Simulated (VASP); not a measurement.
# Al3InN4 (P6_3mc) in VASP: relaxation of cell and atoms with PBE

Aim: the relaxation of cell and atoms of Al3InN4 with PBE.

All numbers are computed with VASP 6.6.1; they aren't measurements. Logs are shortened: lines on timing, memory, paths and dates and some standing lists are left out, and cuts for length are marked.

## Step 1: Starting point

Symmetry: P6_3mc, No. 186, hexagonal system. Conventional cell: a = 6.548 Å, b = 6.548 Å, c = 5.235 Å, α = 90.00°, β = 90.00°, γ = 120.00°. Al (site symmetry m) has 4 N at 1.96 to 2.00 Å as nearest neighbours. In (site symmetry 3m) has 4 N at 2.00 to 2.04 Å as nearest neighbours. N (site symmetry m) has 3 Al at 1.96 to 2.00 Å and 1 In at 2.00 Å as nearest neighbours. Around N (site symmetry 3m) lie 3 Al at 1.98 Å and 1 In at 2.04 Å.

The cell was built by a generator and needn't be a form met in nature.

## Step 2: Relaxation of cell and atoms, PBE

Contents of INCAR:

```
SYSTEM = Al3InN4
PREC = Normal ; ENCUT = 520
EDIFF = 1E-4 ; ISMEAR = 0
SIGMA = 0.15 ; LREAL = Auto
LASPH = .True. ; NELM = 60
ALGO = Fast ; ISIF = 3
LWAVE = .False. ; LCHARG = .False.
GGA = PE ; IBRION = 2
NSW = 24 ; EDIFFG = -0.08
```

Contents of KPOINTS:

```
regular mesh
0
Gamma
  3 3 3
  0 0 0
```

Contents of POSCAR:

```
Al3InN4
1.0
    6.5484265200      0.0000000000      0.0000000000
   -3.2742132600      5.6711037200      0.0000000000
    0.0000000000      0.0000000000      5.2346989700
Al In N
6 2 8
Direct
    0.1666999900      0.3333999900      0.0000000000
    0.1666999900      0.8333000100      0.0000000000
    0.6666000100      0.8333000100      0.0000000000
    0.3333999900      0.1666999900      0.5000000000
    0.8333000100      0.1666999900      0.5000000000
    0.8333000100      0.6666000100      0.5000000000
    0.3333333300      0.6666666700      0.5000000000
    0.6666666700      0.3333333300      0.0000000000
    0.1666999900      0.3333999900      0.3750000000
    0.1666999900      0.8333000100      0.3750000000
    0.6666000100      0.8333000100      0.3750000000
    0.3333333300      0.6666666700      0.8900000000
    0.3333999900      0.1666999900      0.8750000000
    0.8333000100      0.1666999900      0.8750000000
    0.8333000100      0.6666000100      0.8750000000
    0.6666666700      0.3333333300      0.3900000000
```

Potentials or basis: VASP PAW PBE potentials, release 64 (Al, In_d, N).

Command:

```
$ cat potpaw_PBE.64/Al/POTCAR potpaw_PBE.64/In_d/POTCAR potpaw_PBE.64/N/POTCAR > POTCAR
$ mpirun -np 1 vasp_std > vasp.out
```

OUTCAR:

```text
SYSTEM = Al3InN4
   PREC = Normal
   ENCUT = 520
   EDIFF = 1E-4
   ISMEAR = 0
   LREAL = Auto
   LASPH = .True.
   NELM = 60
   ISIF = 3
   GGA = PE
   IBRION = 2
   NSW = 24
   EDIFFG = -0.08

 ion  position               nearest neighbor table
   1  0.167  0.333  0.000-   9 1.96  12 1.98  14 2.00  13 2.00   7 3.23   7 3.23   5 3.23   5 3.23
                             4 3.23   4 3.23   2 3.27   3 3.27   8 3.27   8 3.27   2 3.27   3 3.27
   2  0.167  0.833  0.000-  10 1.96  12 1.98  13 2.00  15 2.00   7 3.23   7 3.23   4 3.23   4 3.23
                             6 3.23   6 3.23   1 3.27   3 3.27   8 3.27   8 3.27   1 3.27   3 3.27
   3  0.667  0.833  0.000-  11 1.96  12 1.98  14 2.00  15 2.00   7 3.23   7 3.23   5 3.23   5 3.23
                             6 3.23   6 3.23   1 3.27   2 3.27   8 3.27   8 3.27   1 3.27   2 3.27
   4  0.333  0.167  0.500-  13 1.96  16 1.98  10 2.00   9 2.00   8 3.23   8 3.23   2 3.23   2 3.23
                             1 3.23   1 3.23   6 3.27   5 3.27   7 3.27   7 3.27   6 3.27   5 3.27
   5  0.833  0.167  0.500-  14 1.96  16 1.98  11 2.00   9 2.00   8 3.23   8 3.23   3 3.23   3 3.23
                             1 3.23   1 3.23   6 3.27   4 3.27   7 3.27   7 3.27   6 3.27   4 3.27
   6  0.833  0.667  0.500-  15 1.96  16 1.98  10 2.00  11 2.00   8 3.23   8 3.23   2 3.23   2 3.23
                             3 3.23   3 3.23   4 3.27   5 3.27   7 3.27   7 3.27   5 3.27   4 3.27
   7  0.333  0.667  0.500-   9 2.00  11 2.00  10 2.00  12 2.04   1 3.23   1 3.23   3 3.23   3 3.23
                             2 3.23   2 3.23   4 3.27   6 3.27   5 3.27   5 3.27   4 3.27   6 3.27
   8  0.667  0.333  0.000-  15 2.00  13 2.00  14 2.00  16 2.04   6 3.23   6 3.23   4 3.23   4 3.23
                             5 3.23   5 3.23   3 3.27   1 3.27   2 3.27   2 3.27   3 3.27   1 3.27
   9  0.167  0.333  0.375-   1 1.96   7 2.00   5 2.00   4 2.00
  10  0.167  0.833  0.375-   2 1.96   7 2.00   4 2.00   6 2.00
  11  0.667  0.833  0.375-   3 1.96   7 2.00   5 2.00   6 2.00
  12  0.333  0.667  0.890-   1 1.98   3 1.98   2 1.98   7 2.04
  13  0.333  0.167  0.875-   4 1.96   8 2.00   2 2.00   1 2.00
  14  0.833  0.167  0.875-   5 1.96   8 2.00   3 2.00   1 2.00
  15  0.833  0.667  0.875-   6 1.96   8 2.00   2 2.00   3 2.00
  16  0.667  0.333  0.390-   6 1.98   4 1.98   5 1.98   8 2.04

  LATTYP: Found a hexagonal cell.
 ALAT       =     6.5484265200
 C/A-ratio  =     0.7993827149

  Lattice vectors:

 A1 = (   6.5484265200,   0.0000000000,   0.0000000000)
 A2 = (  -3.2742132600,   5.6711037200,   0.0000000000)
 A3 = (   0.0000000000,   0.0000000000,   5.2346989700)

Analysis of symmetry for initial positions (statically):
=====================================================================
 Subroutine PRICEL returns:
 Original cell was already a primitive cell.

 Routine SETGRP: Setting up the symmetry group for a
 hexagonal supercell.

 Subroutine GETGRP returns: Found 12 space group operations
 (whereof  6 operations were pure point group operations)
 out of a pool of 24 trial point group operations.

The static configuration has the point symmetry C_3v.
 The point group associated with its full space group is C_6v.

Analysis of symmetry for dynamics (positions and initial velocities):
=====================================================================
 Subroutine PRICEL returns:
 Original cell was already a primitive cell.

 Routine SETGRP: Setting up the symmetry group for a
 hexagonal supercell.

 Subroutine GETGRP returns: Found 12 space group operations
 (whereof  6 operations were pure point group operations)
 out of a pool of 24 trial point group operations.

The dynamic configuration has the point symmetry C_3v.
 The point group associated with its full space group is C_6v.

 Subroutine INISYM returns: Found 12 space group operations
 (whereof  6 operations are pure point group operations),
 and found     1 'primitive' translations

----------------------------------------------------------------------------------------

                                     Primitive cell

  volume of cell :     194.4000

  direct lattice vectors                    reciprocal lattice vectors
     6.548426520  0.000000000  0.000000000     0.152708440  0.088166259  0.000000000
    -3.274213260  5.671103720  0.000000000     0.000000000  0.176332518  0.000000000
     0.000000000  0.000000000  5.234698970     0.000000000  0.000000000  0.191032953

  length of vectors
     6.548426520  6.548426519  5.234698970     0.176332518  0.176332518  0.191032953

  position of ions in fractional coordinates (direct lattice)
     0.166699990  0.333399990  0.000000000
     0.166699990  0.833300010  0.000000000
     0.666600010  0.833300010  0.000000000
     0.333399990  0.166699990  0.500000000
     0.833300010  0.166699990  0.500000000
     0.833300010  0.666600010  0.500000000
[... 8 lines left out ...]
     0.833300010  0.666600010  0.875000000
     0.666666670  0.333333330  0.390000000

  ion indices of the primitive-cell ions
   primitive index   ion index
                 1           1
                 2           2
                 3           3
                 4           4
                 5           5
                 6           6
[... 8 lines left out ...]
                15          15
                16          16

----------------------------------------------------------------------------------------

 KPOINTS: regular mesh

Automatic generation of k-mesh.
 Grid dimensions read from file:
 generate k-points for:    3    3    3

 Generating k-lattice:

  Cartesian coordinates                     Fractional coordinates (reciprocal lattice)
     0.050902813  0.029388753  0.000000000     0.333333333  0.000000000  0.000000000
     0.000000000  0.058777506  0.000000000     0.000000000  0.333333333  0.000000000
     0.000000000  0.000000000  0.063677651     0.000000000  0.000000000  0.333333333

  Length of vectors
     0.058777506  0.058777506  0.063677651

  Shift w.r.t. Gamma in fractional coordinates (k-lattice)
     0.000000000  0.000000000  0.000000000

 Subroutine IBZKPT returns following result:
 ===========================================

 Found      6 irreducible k-points:

 Following reciprocal coordinates:
            Coordinates               Weight
  0.000000  0.000000  0.000000      1.000000
  0.333333 -0.000000  0.000000      6.000000
  0.333333  0.333333  0.000000      2.000000
  0.000000  0.000000  0.333333      2.000000
  0.333333 -0.000000  0.333333     12.000000
  0.333333  0.333333  0.333333      4.000000
   k-points           NKPTS =      6   k-points in BZ     NKDIM =      6   number of bands    NBANDS=     51
   number of dos      NEDOS =    301   number of ions     NIONS =     16
   total plane-waves  NPLWV =  48000
   dimension x,y,z NGX =    40 NGY =   40 NGZ =   30
   dimension x,y,z NGXF=    80 NGYF=   80 NGZF=   60
   ions per type =               6   2   8
   NGX,Y,Z   is equivalent  to a cutoff of  10.15, 10.15,  9.53 a.u.
   NGXF,Y,Z  is equivalent  to a cutoff of  20.31, 20.31, 19.06 a.u.
 SYSTEM =  Al3InN4
   PREC   = normal    normal or accurate (medium, high low for compatibility)
   ISTART =      0    job   : 0-new  1-cont  2-samecut
   ICHARG =      2    charge: 1-file 2-atom 10-const
   ISPIN  =      1    spin polarized calculation?
   LNONCOLLINEAR =      F non collinear calculations
   LSORBIT =      F    spin-orbit coupling
   LASPH  =      T    aspherical Exc in radial PAW
   ENCUT  =  520.0 eV  38.22 Ry    6.18 a.u.  12.18 12.18  9.73*2*pi/ulx,y,z
   NELM   =     60;   NELMIN=  2; NELMDL= -5     # of ELM steps
   EDIFF  = 0.1E-03   stopping-criterion for ELM
   LREAL  =      T    real-space projection
   EDIFFG = -.8E-01   stopping-criterion for IOM
   NSW    =     24    number of steps for IOM
   IBRION =      2    ionic relax: 0-MD 1-quasi-New 2-CG
   NFREE  =      1    steps in history (QN), initial steepest desc. (CG)
   ISIF   =      3    stress and relaxation
   ISYM   =      2    0-nonsym 1-usesym 2-fastsym
   POTIM  = 0.5000    time-step for ionic-motion
   TEBEG  =    0.0;   TEEND  =   0.0 temperature during run
   PSTRESS=    0.0 pullay stress
   NELECT =      84.0000    total number of electrons
   NUPDOWN=      -1.0000    fix difference up-down
   EMIN   =  10.00;   EMAX   =-10.00  energy-range for DOS
   EFERMI =   0.00;   METHOD = LEGACY
   ISMEAR =     0;   SIGMA  =   0.15  broadening in eV -4-tet -1-fermi 0-gaus
   EFERMI_NEDOS =   21; number of points for ismear=-14 and -15
   IALGO  =     68    algorithm
   IMIX   =      4    mixing-type and parameters
     AMIX     =   0.40;   BMIX     =  1.00
     AMIX_MAG =   1.60;   BMIX_MAG =  1.00
  volume/ion in A,a.u.               =      12.15        81.99
  Fermi-wavevector in a.u.,A,eV,Ry     =   1.237663  2.338844 20.841546  1.531810
  Thomas-Fermi vector in A             =   2.372221
   LORBIT       =      0    0 simple, 1 ext, 2 COOP (PROOUT), +10 PAW based schemes
   GGA     = PE    functional components
   LHFCALC =     F    Hartree Fock is set to
   AEXX    =    0.0000 exact exchange contribution
   IVDW    =     0    specifies the selected vdW correction
   LEPSILON=     F    determine dielectric tensor
   LRPA    =     F    only Hartree local field effects (RPA)
 conjugate gradient relaxation of ions
 non-spin polarized calculation
 RMM-DIIS sequential band-by-band and
 Gauss-broadening in eV      SIGMA  =   0.15
  energy-cutoff  :      520.00
  volume of cell :      194.40
 maximum number of plane-waves:      5251
   NGX = 25   NGY = 25   NGZ = 19

--------------------------------------- Ionic step        1  -------------------------------------------

 number of electron      83.9999987 magnetization

 Free energy of the ion-electron system (eV)
  ---------------------------------------------------
  ext. energy  EPLUGINS =         0.00000000
  ---------------------------------------------------
  free energy    TOTEN  =      -107.81232508 eV

  energy without entropy =     -107.81232508  energy(sigma->0) =     -107.81232508

------------------------ aborting loop because EDIFF is reached ----------------------------------------

  FORCE on cell =-STRESS in cart. coord.  units (eV):
  Direction    XX          YY          ZZ          XY          YZ          ZX
  --------------------------------------------------------------------------------------
  -------------------------------------------------------------------------------------
  Total       -1.4501399     -1.4501399      1.3992029      0.0000000      0.0000000      0.0000000
  in kB      -11.9515499    -11.9515499     11.5317447      0.0000000      0.0000000      0.0000000
  external PRESSURE =      -4.1237851 kB  Pullay stress =       0.0000000 kB

 VOLUME and BASIS-vectors are now :
 -----------------------------------------------------------------------------
  energy-cutoff  :      520.00
  volume of cell :      194.40
      direct lattice vectors                 reciprocal lattice vectors
     6.548426520  0.000000000  0.000000000     0.152708440  0.088166259  0.000000000
    -3.274213260  5.671103720  0.000000000     0.000000000  0.176332518  0.000000000
     0.000000000  0.000000000  5.234698970     0.000000000  0.000000000  0.191032953
[... 308 lines left out ...]
      3.22550      3.76500      2.61326        -0.000000      0.168282      0.052369
[... 8 lines left out ...]
      3.22550      3.88184      4.52327         0.000000     -0.169148     -0.082279
      3.22550      1.86224      2.18222        -0.000000      0.000000      0.137689
 -----------------------------------------------------------------------------------
    total drift:                                0.000020     -0.000008      0.099671

  FREE ENERGIE OF THE ION-ELECTRON SYSTEM (eV)
  ---------------------------------------------------
  free  energy   TOTEN  =      -110.0782570111 eV

  energy  without entropy=     -110.0782570111  energy(sigma->0) =     -110.07825701

--------------------------------------- Ionic step        8  -------------------------------------------

 number of electron      84.0000039 magnetization

 Free energy of the ion-electron system (eV)
  ---------------------------------------------------
  ext. energy  EPLUGINS =         0.00000000
  ---------------------------------------------------
  free energy    TOTEN  =      -110.08857023 eV

  energy without entropy =     -110.08857023  energy(sigma->0) =     -110.08857023

 E-fermi :   6.7003     XC(G=0): -10.8216

 val. band max:        6.0327049191   @ k =   0.0000   0.0000   0.0000
 cond. band min:       8.5450905432   @ k =   0.0000   0.0000   0.0000
 fundamental gap:      2.5123856241
 Fermi energy:         6.7003199577

 k-point     1 :       0.0000    0.0000    0.0000
  band No.  band energies     occupation
      1      -8.7504      2.00000
      2      -7.8696      2.00000
      3      -7.8696      2.00000
      4      -7.7880      2.00000
      5      -7.5097      2.00000
      6      -7.4989      2.00000
[... 338 lines left out ...]
     -1.65964      4.69274      0.00345         0.021030     -0.012142     -0.045638
      1.65964      4.69274      0.00345        -0.021030     -0.012142     -0.045638
      1.57457      0.90908      2.62017         0.021030      0.012142     -0.045638
      4.89385      0.90908      2.62017        -0.021030      0.012142     -0.045638
      3.23421      3.78365      2.62017         0.000000     -0.024284     -0.045638
[... 8 lines left out ...]
      3.23421      3.88493      4.52695         0.000000      0.033426      0.015632
      3.23421      1.86727      2.19310         0.000000      0.000000      0.032050
 -----------------------------------------------------------------------------------
    total drift:                                0.000020     -0.000010      0.057970

  FREE ENERGIE OF THE ION-ELECTRON SYSTEM (eV)
  ---------------------------------------------------
  free  energy   TOTEN  =      -110.0885702326 eV

  energy  without entropy=     -110.0885702326  energy(sigma->0) =     -110.08857023

 reached required accuracy - stopping structural energy minimisation
```

Wall time 3.7 min (1 thread of Intel Xeon Platinum 8488C (Sapphire Rapids), shared host); peak memory 0.24 GiB.

What came out:

```
Free energy                            : -110.0886 eV
Relaxed volume                         : 11.85 Å³/atom
Relaxed cell                           : a = 6.468 Å, b = 6.468 Å, c = 5.233 Å, α = 90.00°, β = 90.00°, γ = 120.00°
Space group after relaxing (to 0.05 Å) : P6_3mc (No. 186)
Energy gained by relaxing              : 142.3 meV/atom
Ionic steps                            : 8
Pressure after relaxing                : -0.3 GPa
Largest force after relaxing           : 0.058 eV/Å
Band gap on the k mesh                 : 2.51 eV, direct
```

Forces on the atoms (eV/Å):
```
Al   0.000  0.024 -0.046
Al   0.021 -0.012 -0.046
Al  -0.021 -0.012 -0.046
Al   0.021  0.012 -0.046
Al  -0.021  0.012 -0.046
Al   0.000 -0.024 -0.046
In   0.000  0.000  0.058
In   0.000  0.000  0.058
N    0.000 -0.033  0.016
N   -0.029  0.017  0.016
N    0.029  0.017  0.016
N    0.000  0.000  0.032
N   -0.029 -0.017  0.016
N    0.029 -0.017  0.016
N    0.000  0.033  0.016
N    0.000  0.000  0.032
```

The path:
```
step  energy change (eV)  largest force (eV/Å)  pressure (GPa)  volume (Å³)
   1              0.0000                3.8482           -0.41       194.40
   2             -2.0833                0.7245           -3.80       193.52
   3             -2.1136                0.7011           -3.82       193.62
   4             -2.2342                0.1450            3.28       185.77
   5             -2.2668                0.1837            1.57       188.14
   6             -2.2655                0.1991            0.61       188.47
   7             -2.2659                0.1881            0.86       188.30
   8             -2.2762                0.0580           -0.33       189.63
```

Final structure:
```xyz
16
Lattice="6.4684 0.0000 0.0000 -3.2342 5.6018 0.0000 0.0000 0.0000 5.2334" Properties=species:S:1:pos:R:3 pbc="T T T"
Al    0.0000    1.8182    0.0034
Al   -1.6596    4.6927    0.0034
Al    1.6596    4.6927    0.0034
Al    1.5746    0.9091    2.6202
Al    4.8938    0.9091    2.6202
Al    3.2342    3.7837    2.6202
In    0.0000    3.7345    2.6112
In    3.2342    1.8673    5.2280
N     0.0000    1.7169    1.9102
N    -1.7473    4.7434    1.9102
N     1.7473    4.7434    1.9102
N     0.0000    3.7345    4.8098
N     1.4869    0.8584    4.5270
N     4.9816    0.8584    4.5270
N     3.2342    3.8849    4.5270
N     3.2342    1.8673    2.1931
```

Caveat: spin-orbit coupling is left out, which moves the levels of the heavy elements; the relaxation stopped at a loose force limit of 0.08 eV/Å, so its end isn't a converged minimum. As with any semilocal functional, this PBE gap is likely too small.
